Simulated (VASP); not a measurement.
Here is the system:

```
CELL_PARAMETERS angstrom
      3.46675     0.00000     0.00000
     -1.73337     3.00229     0.00000
      0.00000     0.00000    11.41679
ATOMIC_POSITIONS crystal
  Na 0.66667 0.33333 0.89293
  Na 0.33333 0.66667 0.39293
  Tl 0.33333 0.66667 0.11566
  Tl 0.66667 0.33333 0.61566
  O  0.00000 0.00000 0.99142
  O  0.00000 0.00000 0.49142
```

Computed with PBEsol GGA, VASP's PBE PAW potentials (set 64) (plane waves; VASP 6.6.1). Run with 520 eV cut-off, Gaussian smearing of 0.050 eV, potentials Na_pv Tl_d O.

Unless said otherwise, spin-orbit coupling is left out, though it shifts the bands of the heavy elements here.

**Question.** Give the energies of bands 19 to 30 at the high-symmetry points, in eV from the valence-band maximum.

**Answer.** 
```
band      Γ      M      K      A      L      H
----  -----  -----  -----  -----  -----  -----
19    -6.15  -4.69  -4.37  -6.07  -4.64  -4.37
20    -5.98  -4.59  -4.37  -6.07  -4.64  -4.37
21    -1.70  -2.35  -2.33  -1.30  -2.26  -2.33
22    -0.82  -2.17  -2.33  -1.30  -2.26  -2.33
23    -0.82  -1.26  -1.76  -0.82  -1.25  -1.70
24    -0.82  -1.25  -1.63  -0.82  -1.25  -1.70
25    -0.82  -0.66  -0.03  -0.82  -0.43  -0.02
26    -0.70  -0.20  -0.03  -0.82  -0.43  -0.02
27     0.85   1.79   3.15   1.79   2.11   3.14
28     2.82   2.50   3.15   1.79   2.11   3.14
29     4.92   5.08   3.60   6.16   5.30   3.94
30     7.47   5.44   4.37   6.16   5.30   3.94
```

The gap is indirect, 0.85 eV, from the valence maximum at M-K at 0.78 to the conduction minimum at Γ.

The structure comes from a computed database's NaTlO entry (P6_3mc); how it stands against other phases isn't given here. It was relaxed first.
